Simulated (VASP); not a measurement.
Data:

```
CELL_PARAMETERS angstrom
      3.92390     0.00000     0.00000
      0.00000     3.92390     0.00000
      0.00000     0.00000     3.92390
ATOMIC_POSITIONS crystal
  Sr 0.00000 0.00000 0.00000
  V  0.50000 0.50000 0.50000
  O  0.50000 0.00000 0.50000
  O  0.00000 0.50000 0.50000
  O  0.50000 0.50000 0.00000
```

The numbers are results of vdW-DF2, VASP's PBE PAW potentials (set 64) (plane waves; VASP), not measurements. Settings: 520 eV cut-off, Gaussian smearing of 0.050 eV, potentials Sr_sv V_sv O.

Q: Give the energies of bands 12 to 23 at the high-symmetry points, in eV from the Fermi level.

A: 
```tsv
band	Γ	X	M	R
12	-4.83	-6.19	-6.45	-6.66
13	-4.83	-4.79	-6.29	-5.98
14	-4.83	-4.79	-5.99	-5.98
15	-2.97	-4.22	-4.62	-5.47
16	-2.97	-4.17	-4.62	-5.47
17	-2.97	-4.17	-3.85	-5.47
18	-2.27	-3.72	-3.36	-1.88
19	-2.27	-2.67	-3.36	-1.88
20	-2.27	-2.67	-1.97	-1.88
21	-0.84	-0.75	0.77	1.29
22	-0.84	0.80	0.77	1.29
23	-0.84	0.80	1.10	1.29
```

It has no gap at this level: it comes out as a metal or semimetal.

The compound is SrVO3 in the cubic perovskite structure. It was relaxed first, which changed the volume by +7 %. The run is not spin-polarised, so no magnetic state was tried. The electron count is odd and the run is not spin-polarised, which forces a metal.
